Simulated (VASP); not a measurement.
GaP:

```
Ga P
1.0
     0.00000    2.72525    2.72525
     2.69800    0.00000    2.72525
     2.69800    2.72525    0.00000
Ga P
1 1
Direct
  0.00000 0.00000 0.00000
  0.25000 0.25000 0.25000
```

The cell was built by a generator and needn't be a form met in nature.

Base run:

* Program: VASP 6.6.1
* Functional: PBE
* Potentials or basis: VASP PAW PBE potentials, release 64 (Ga_d, P)
* Cutoff: 520 eV
* k mesh: 12 × 12 × 12
* Occupations: gaussian, width 0.02 eV
* Spin: no spin polarisation

Its results: band gap on the k mesh 1.48 eV, indirect (least direct gap 1.87 eV); electronic dielectric tensor (diagonal) 10.32, 10.41, 10.41.

Task: The run is repeated on the same cell with these changes: functional from PBE to LDA; potentials or basis from VASP PAW PBE potentials, release 64 (Ga_d, P) to VASP PAW LDA potentials, release 64 (Ga_d, P). What comes out?

Result: Band gap on the k mesh 1.33 eV, indirect (least direct gap 1.68 eV); electronic dielectric tensor (diagonal) 10.83, 10.92, 10.92.

A k mesh can miss the band edges.

Not every run made on this cell is shown here.
